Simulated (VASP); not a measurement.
Input:

```xyz
2
Lattice="0.0000 2.3228 2.3228 2.3228 0.0000 2.3228 2.3228 2.3228 0.0000" Properties=species:S:1:pos:R:3 pbc="T T T"
Zr     0.0000     0.0000     0.0000
C      2.3228     2.3228     2.3228
```

Method: LDA (Ceperley-Alder, Perdew-Zunger), VASP's LDA PAW potentials (set 64) (plane waves; VASP). Numerical set-up: 620 eV cut-off, 14×14×14 Γ-centred mesh, first-order Methfessel-Paxton smearing of 0.10 eV, potentials Zr_sv C.

### Question
Predict the energy per atom (σ→0), band gap (on the k-mesh) with the smallest direct gap where there is one.

### Answer

| Quantity | Result |
|---|---|
| band gap (on the k-mesh) | none (metal, semimetal or under 0.01 eV) |
| energy per atom (σ→0) | -10640 meV/atom |

Total energies compare only between runs with the same potentials, cut-off and functional.

The compound is ZrC in the rock salt structure. It was relaxed first.
